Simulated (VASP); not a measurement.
```yaml
crystal:
  lattice:
    - [1.52240, 0.87896, 6.31100]
    - [-1.52240, 0.87896, 6.31100]
    - [0.00000, -1.75792, 6.31100]
  atoms:
    - { symbol: Re, position: [0.00000, 0.00000, 0.00000] }
    - { symbol: S, position: [0.24656, 0.24656, 0.24656] }
    - { symbol: S, position: [0.75344, 0.75344, 0.75344] }
```

Computed with PBEsol GGA, VASP's PBE PAW potentials (set 64) (plane waves; VASP 6.6.1). Numerical set-up: 400 eV cut-off, 13×13×13 Γ-centred mesh, tetrahedra with Blöchl corrections, potentials Re S.

Unless said otherwise, spin-orbit coupling is left out, though it shifts the bands of the heavy elements here.

Problem. Predict the energy per atom (σ→0), band gap (on the k-mesh) with the smallest direct gap where there is one.

Solution. 
```
Item                                                        Result
------------------------  ----------------------------------------
band gap (on the k-mesh)  none (metal, semimetal or under 0.01 eV)
energy per atom (σ→0)                               -7657 meV/atom
```

Total energies compare only between runs with the same potentials, cut-off and functional.

The structure was generated: ReS2 was put into the CdCl2 type (R-3m), which need not be its known phase. It was relaxed first, which changed the volume by -23 %. The electron count is odd and the run is not spin-polarised, which forces a metal.
